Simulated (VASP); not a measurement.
An input for Quantum ESPRESSO's pw.x (written as the equivalent of a VASP run, and not itself run):

```
&CONTROL
  calculation = 'vc-relax'
  pseudo_dir = './pseudo'
  outdir = './out'
  tprnfor = .true.
  tstress = .true.
  nstep = 40
  forc_conv_thr = 0.00078
/
&SYSTEM
  ibrav = 0
  nat = 1
  ntyp = 1
  ecutwfc = 76
  occupations = 'smearing'
  smearing = 'methfessel-paxton'
  degauss = 0.00735
  input_dft = 'pbesol'
/
&ELECTRONS
  conv_thr = 7.3e-08
  electron_maxstep = 100
/
&IONS
/
&CELL
/
ATOMIC_SPECIES
  Au 196.967 Au.upf
CELL_PARAMETERS angstrom
    -0.0000000    2.0404513    2.0404513
     2.0404513   -0.0000000    2.0404513
     2.0404513    2.0404513   -0.0000000
ATOMIC_POSITIONS crystal
  Au   0.0000000  0.0000000  0.0000000
K_POINTS automatic
  15 15 15 0 0 0
```

Task: Translate this input to VASP (INCAR, KPOINTS, POSCAR, choice of POTCAR).

Result: This is not unique; one that fits is 
### INCAR
```
SYSTEM = Au
PREC = Accurate
ENCUT = 500
EDIFF = 1E-6
NELM = 100
ALGO = Normal
LREAL = .FALSE.
LASPH = .TRUE.
ISMEAR = 1
SIGMA = 0.1
GGA = PS
LMAXMIX = 6
LWAVE = .FALSE.
LCHARG = .FALSE.
IBRION = 2
ISIF = 3
NSW = 40
EDIFFG = -0.02
```

**KPOINTS**
```
Automatic
0
Gamma
 15 15 15
0 0 0
```

### POSCAR
```
Au
1
   -0.0000000000     2.0404513350     2.0404513350
    2.0404513350    -0.0000000000     2.0404513350
    2.0404513350     2.0404513350    -0.0000000000
Au
1
Direct
  0.0000000000   0.0000000000   0.0000000000
```

POTCAR, in this order: Au (PBE.64 set). Program: vasp_std.

What does not carry over: the potentials are each code's own (VASP's PAW set, PseudoDojo norm-conserving files in pw.x), so ENCUT and ecutwfc are chosen apart and not converted; conv_thr bounds pw.x's estimated SCF error, while EDIFF bounds the energy change between steps; forc_conv_thr acts on force components and is met together with etot_conv_thr.

The compound is Au in the fcc structure. It was relaxed first.
